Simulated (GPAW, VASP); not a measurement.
Given: the input of a run of GPAW 26.7.0 (ASE script) on Cu3O2. The cell comes from a database or a generator and needn't be the stable form of this composition.

The input run.py:

```python
from ase import Atoms
from ase.dft.bandgap import bandgap
from ase.io import write
from ase.units import Bohr, GPa
from gpaw import GPAW, PW, setup_paths
from gpaw.elf import elf_from_dft_calculation

setup_paths.insert(0, '.')

atoms = Atoms(['Cu', 'Cu', 'Cu', 'O', 'O'],
              cell=[[-2.022982, 2.022982, 3.673617],
                    [2.022982, -2.022982, 3.673617],
                    [2.022982, 2.022982, -3.673617]],
              scaled_positions=[[0.0, 0.0, 0.0],
                                [0.75, 0.25, 0.5],
                                [0.25, 0.75, 0.5],
                                [0.5, 0.0, 0.5],
                                [0.0, 0.5, 0.5]],
              pbc=True)

calc = GPAW(mode=PW(800),
            xc='PBEsol',
            kpts={'size': (9, 9, 9), 'gamma': True},
            occupations={'name': 'fermi-dirac', 'width': 0.05},
            nbands=42,
            convergence={'density': 1e-05, 'energy': 1e-05},
            maxiter=150,
            txt='gpaw.txt')
atoms.calc = calc
energy = atoms.get_potential_energy()
forces = atoms.get_forces()
stress = atoms.get_stress()
calc.write('gs.gpw')
write('result.traj', atoms)
print(f'Energy: {energy:.6f} eV')
print('Forces (eV/A):')
print(forces.round(4))
print('Stress (GPa):', (stress / GPa).round(3))
print('Fermi level:', round(calc.get_fermi_level(), 4), 'eV')
print(f'Gap: {bandgap(calc)[0]:.4f} eV, direct: {bandgap(calc, direct=True)[0]:.4f} eV')

# fields on the real-space grid
write('density.cube', atoms, data=calc.get_pseudo_density() * Bohr**3)
write('potential.cube', atoms, data=calc.get_electrostatic_potential())
write('elf.cube', atoms, data=elf_from_dft_calculation(calc).data)
```

Potentials or basis: PAW data sets generated in the run's folder for this functional, pw.

Command:

```bash
$ gpaw-setup -f PBEsol Cu O
$ OMP_NUM_THREADS=1 python run.py
```

Q: What does the same run look like in VASP 6.6.1? Potentials or basis there: PBE PAW files Cu, O, 520 eV.

A: As run (cutoffs and basis follow the program's own potentials, and thresholds, step limits or extra output files can differ):

Contents of INCAR:

```
SYSTEM = Cu3O2
  PREC = Accurate
  ENCUT = 520
  EDIFF = 1E-7
  ISMEAR = -1
  SIGMA = 0.05
  LREAL = .FALSE.
  LASPH = .TRUE.
  NELM = 80
  ALGO = Normal
  ISIF = 2
  LWAVE = .FALSE.
  LCHARG = .FALSE.
  GGA = PS
  NBANDS = 30
  KPAR = 2
```

The input KPOINTS:

```
regular mesh
0
G
  9 9 9
  0 0 0
```

The input POSCAR:

```
Cu3O2
1.0
   -2.0229820000      2.0229820000      3.6736170000
    2.0229820000     -2.0229820000      3.6736170000
    2.0229820000      2.0229820000     -3.6736170000
Cu O
3 2
Direct
    0.0000000000      0.0000000000      0.0000000000
    0.7500000000      0.2500000000      0.5000000000
    0.2500000000      0.7500000000      0.5000000000
    0.5000000000      0.0000000000      0.5000000000
    0.0000000000      0.5000000000      0.5000000000
```

Potentials or basis: VASP PAW PBE potentials, release 64 (Cu, O).

Run with:

```bash
$ cat potpaw_PBE.64/Cu/POTCAR potpaw_PBE.64/O/POTCAR > POTCAR
$ mpirun -np 2 vasp_std > vasp.out
```

Both were run:

|  | GPAW | VASP |
| --- | --- | --- |
| Pressure | -3.9 GPa | -5.4 GPa |

VASP's potentials were made for PBE.

Pressure is positive in compression.
